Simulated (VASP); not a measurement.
# TaBr3F3: relaxation of cell and atoms with PBE

TaBr3F3:

```
Ta Br F
1.0
     5.39077    0.00000    0.00000
     0.00000    5.39077    0.00000
     0.00000    0.00000    5.39077
Ta Br F
1 3 3
Direct
  0.50000 0.50000 0.50000
  0.50000 0.00000 0.00000
  0.00000 0.50000 0.00000
  0.00000 0.00000 0.50000
  0.50000 0.50000 0.00000
  0.00000 0.50000 0.50000
  0.50000 0.00000 0.50000
```

The cell was built by a generator and needn't be a form met in nature.

The cell isn't the ideal one: species swapped into the Ce3GaBr3 type (Pm-3m, No. 221).

| Property | Result |
| --- | --- |
| Program | VASP 6.6.1 |
| Task | relaxation of cell and atoms |
| Functional | PBE |
| Potentials or basis | VASP PAW PBE potentials, release 64 (Ta_pv, Br, F) |
| Cutoff | 600 eV |
| k mesh | 4 × 4 × 4 |
| Occupations | gaussian, width 0.1 eV |
| Spin | no spin polarisation |
| Dipole correction | no |
| Further INCAR settings | ALGO = Normal; EDIFF = 1e-06; IBRION = 2; EDIFFG = -0.04; NSW = 90; ISIF = 3 |

```yaml
Relaxed_volume: 18.17 Å³/atom
Relaxed_cell: a = 5.029 Å, b = 5.029 Å, c = 5.029 Å, α = 90.00°, β = 90.00°, γ = 90.00°
Space_group_after_relaxing_to_0.05_Å: Pm-3m (No. 221)
Energy_gained_by_relaxing: 136.5 meV/atom
Ionic_steps: 3
Pressure_after_relaxing: -0.2 GPa
Band_gap_on_the_k_mesh: none (metal or under the smearing width)
```

Step by step:
```csv
step,energy change (eV),largest force (eV/Å),pressure (GPa),volume (Å³)
1,0.0000,0.0000,-8.28,156.66
2,-0.9176,0.0000,-2.34,131.86
3,-0.9558,0.0000,-0.18,127.18
```

Final structure:
```
Ta Br F
1.0
     5.02895    0.00000    0.00000
     0.00000    5.02895    0.00000
     0.00000    0.00000    5.02895
Ta Br F
1 3 3
Direct
  0.50000 0.50000 0.50000
  0.50000 0.00000 0.00000
  0.00000 0.50000 0.00000
  0.00000 0.00000 0.50000
  0.50000 0.50000 0.00000
  0.00000 0.50000 0.50000
  0.50000 0.00000 0.50000
```

Levels at points of the mesh, in eV from the Fermi level:
```tsv
k point	band 24	band 25	band 26	band 27	band 28	band 29	band 30	band 31
(0.00, 0.00, 0.00)	-0.27	0.51	0.51	0.51	0.53	0.53	0.53	0.90
(0.50, 0.00, 0.00)	-0.24	0.00	0.00	0.33	0.33	0.87	0.96	0.96
(0.50, 0.50, 0.00)	-0.64	-0.19	-0.19	-0.01	0.62	0.94	0.94	1.12
(0.50, 0.50, 0.50)	-0.77	-0.77	-0.12	-0.12	0.57	0.57	0.57	2.40
```

It took 2.4 min on 1 thread of Intel(R) Xeon(R) Platinum 8488C (Sapphire Rapids), on a shared host, peak memory 0.37 GiB.

Caveat: the volume moved by over 15 % at a fixed basis, so the end points are rough; an odd number of electrons without spin polarisation forces a metal; a magnetic or distorted state may lie lower. The run has no spin-orbit coupling, so splittings on Ta are missing.
